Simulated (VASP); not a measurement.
Here is the system:

```
S
1.0
    2.57233     0.00000     0.00000
    0.00000     2.57233     0.00000
    0.00000     0.00000     2.57233
S
1
Cartesian
  0.00000   0.00000   0.00000
```

Calculation: r2SCAN meta-GGA, VASP's PBE PAW potentials (set 64) (plane waves; VASP). Settings: 400 eV cut-off, 16×16×16 Γ-centred mesh, tetrahedra with Blöchl corrections, potentials S.

Task: Give the energies of bands 2 to 5 at the high-symmetry points, in eV from the Fermi level.

Result: 
```csv
band,Γ,X,M,R
2,1.57,-8.52,-6.17,-4.12
3,1.57,3.21,-6.17,-4.12
4,1.57,3.21,2.90,-4.12
5,7.70,9.79,4.68,6.12
```

It has no gap at this level: it comes out as a metal or semimetal.

The structure was generated: S was put into the simple-cubic type (Pm-3m), which need not be its known phase. It was relaxed first.
